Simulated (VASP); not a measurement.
```
CELL_PARAMETERS angstrom
      1.78000    -3.08305     0.00000
      1.78000     3.08305     0.00000
      0.00000     0.00000     5.59000
ATOMIC_POSITIONS crystal
  Er 0.33333 0.66667 0.25000
  Er 0.66667 0.33333 0.75000
```

The base run (VASP): PBE GGA, plane waves, VASP's PBE PAW potentials (set 64). Numerical set-up: 400 eV cut-off, 11×11×6 Γ-centred mesh, first-order Methfessel-Paxton smearing of 0.10 eV, potentials Er_3.

The 4f electrons are frozen in the core of the lanthanide potential, so 4f levels, which can set the real gap, and their magnetism are missing.

One setting is varied; ΔE counts from the base run. The base run took about 50 core-seconds. The timings are rough (shared machines, no repeats); factors under 2 mean little.

Pressures at a finite cut-off, here 400 eV, hold a Pulay part, which wasn't tested here.

| setting | cost over the base run | electronic steps | ΔE (meV/atom) | pressure (GPa) |
|---|---|---|---|---|
| PREC = Low | about 1/2 | 11 | -0.3 | 0.23 |
| PREC = Normal | about 1/2 | 11 | 0.0 | 0.20 |
| PREC = Single | within a factor of 2 | 11 | -0.2 | 0.20 |
| LASPH = .FALSE. | within a factor of 2 | 11 | 0.0 | 0.21 |
| ADDGRID = .TRUE. | within a factor of 2 | 11 | 0.0 | 0.21 |
| base run | reference | 11 | 0.0 | 0.21 |
| LREAL = Auto | within a factor of 2 | 11 | -0.2 | 0.21 |

Left out are runs that failed, have no time on record or changed the cell.

The compound is Er in the hcp structure. The cell was not relaxed at this level.
